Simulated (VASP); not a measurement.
HfB:

```xyz
2
Lattice="0.0000 2.3100 2.3100 2.3100 0.0000 2.3100 2.3100 2.3100 0.0000" Properties=species:S:1:pos:R:3 pbc="T T T"
Hf    2.3100    2.3100    2.3100
B     0.0000    0.0000    0.0000
```

- Program: VASP 6.6.1
- Task: relaxation of cell and atoms
- Functional: rev-vdW-DF2
- Potentials or basis: VASP PAW PBE potentials, release 64 (Hf_pv, B)
- Cutoff: 600 eV
- k mesh: 10 × 10 × 10
- Occupations: fermi-dirac, width 0.05 eV
- Spin: no spin polarisation

At the start: pressure 28.1 GPa; volume 12.33 Å³/atom.

Question: Where does the relaxation end?

Answer: Over 17 steps the energy falls by 130.6 meV/atom and the volume is 13.98 Å³/atom (+13.4 %); space group Fm-3m (No. 225, to 0.05 Å).

The path:
```
step  energy change (eV)  largest force (eV/Å)  pressure (GPa)  volume (Å³)
   1              0.0000                0.0000           28.13        24.65
   2              0.1483                0.0000          -21.70        33.21
   3             -0.2609                0.0000           -0.85        28.09
   4             -0.2612                0.0000           -0.11        27.97
   5             -0.2612                0.0000            0.32        27.90
   6             -0.2612                0.0000            0.33        27.90
   7             -0.2612                0.0000            0.29        27.91
   8             -0.2612                0.0000            0.29        27.91
   9             -0.2612                0.0000            0.29        27.91
  10             -0.2612                0.0000            0.29        27.91
  11             -0.2612                0.0000            0.29        27.91
  12             -0.2612                0.0000            0.29        27.91
  13             -0.2612                0.0000            0.27        27.91
  14             -0.2612                0.0000            0.25        27.91
  15             -0.2612                0.0000            0.22        27.92
  16             -0.2612                0.0000            0.14        27.93
  17             -0.2612                0.0000            0.00        27.95
```

Final structure:
```yaml
crystal:
  lattice:
    - [0.00000, 2.40878, 2.40878]
    - [2.40878, 0.00000, 2.40878]
    - [2.40878, 2.40878, 0.00000]
  atoms:
    - { symbol: Hf, position: [0.50000, 0.50000, 0.50000] }
    - { symbol: B, position: [0.00000, 0.00000, 0.00000] }
```

Caveat: the PAW data sets were made with another functional, which shifts forces and pressure a little.
